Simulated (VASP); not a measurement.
Energy against volume of Ge (diamond). Level of theory: r2SCAN meta-GGA, VASP's PBE PAW potentials (set 64) (plane waves; VASP 6.6.1). Settings: 520 eV cut-off, 8×8×8 Γ-centred mesh, Gaussian smearing of 0.050 eV, potentials Ge_d.

| V (Å³/atom) | E (eV/atom) |
|---|---|
| 21.447 | -13.84583 |
| 22.132 | -13.86244 |
| 22.816 | -13.86795 |
| 23.501 | -13.86419 |

Task: Fit these four points and predict the energy of the run at 24.185 Å³/atom.

Result: A cubic in V^(−2/3), the third-order Birch-Murnaghan form, passes through the four points with V0 = 22.86 Å³/atom and B0 = 71 GPa, and gives -13.8527 eV/atom there. The run gave -13.8531 eV/atom, -0.4 meV/atom from the fit; all five points give B0 = 70 GPa.

The compound is Ge in the diamond structure. It was relaxed first.
